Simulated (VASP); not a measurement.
A convergence study with VASP on ZnSe (zinc blende): a few settings are varied, all else stays as given below, so the limit is that of these other settings. The cell's lengths are 1 % over those of the tabulated start and one atom is moved, so it is off equilibrium.

```xyz
2
Lattice="0.0000 2.8634 2.8634 2.8634 0.0000 2.8634 2.8634 2.8634 0.0000" Properties=species:S:1:pos:R:3 pbc="T T T"
Zn     0.0000     0.0000     0.0000
Se     1.4923     1.4317     1.4317
```

All values below come from LDA (Ceperley-Alder, Perdew-Zunger), VASP's LDA PAW potentials (set 64) (plane waves; VASP). The last row used: 900 eV cut-off, 7×7×7 Γ-centred mesh, Gaussian smearing of 0.050 eV, potentials Zn Se_GW.

Gaps are read on the run's mesh, which can miss a band edge. Energies of different potentials or hybrids have different zeros.

```
setting                          E (eV/atom)  pressure (GPa)  gap on the mesh (eV)  plane waves
-------------------------------  -----------  --------------  --------------------  -----------
ENCUT = 520, POTCAR Zn Se            -3.6524           -4.64                 0.880         1283
ENCUT = 700, POTCAR Zn Se            -3.6524           -4.65                 0.880         1992
ENCUT = 900, POTCAR Zn Se            -3.6524           -4.65                 0.880         2898
ENCUT = 300, POTCAR Zn_GW Se         -3.6366           -8.93                 0.884          561
ENCUT = 400, POTCAR Zn_GW Se         -3.6534           -4.87                 0.879          877
ENCUT = 520, POTCAR Zn_GW Se         -3.6554           -4.89                 0.878         1283
ENCUT = 700, POTCAR Zn_GW Se         -3.6558           -4.76                 0.877         1992
ENCUT = 900, POTCAR Zn_GW Se         -3.6558           -4.73                 0.877         2898
ENCUT = 300, POTCAR Zn_sv_GW Se      -2.1400         -165.81                 0.843          561
ENCUT = 400, POTCAR Zn_sv_GW Se      -3.6354           -7.00                 0.873          877
ENCUT = 520, POTCAR Zn_sv_GW Se      -3.6465           -5.73                 0.874         1283
ENCUT = 700, POTCAR Zn_sv_GW Se      -3.6548           -4.86                 0.876         1992
ENCUT = 900, POTCAR Zn_sv_GW Se      -3.6554           -4.43                 0.877         2898
ENCUT = 300, POTCAR Zn Se_GW         -3.6538           -4.73                 0.867          561
ENCUT = 400, POTCAR Zn Se_GW         -3.6537           -4.89                 0.871          877
ENCUT = 520, POTCAR Zn Se_GW         -3.6542           -4.66                 0.872         1283
ENCUT = 700, POTCAR Zn Se_GW         -3.6541           -4.67                 0.872         1992
ENCUT = 900, POTCAR Zn Se_GW         -3.6541           -4.67                 0.872         2898
```

Left out are rungs that failed or repeat a setting and relaxations that didn't move; long series are thinned to 24 rows.

The compound is ZnSe in the zinc blende structure. The cell was not relaxed at this level, it is distorted from the ideal structure.
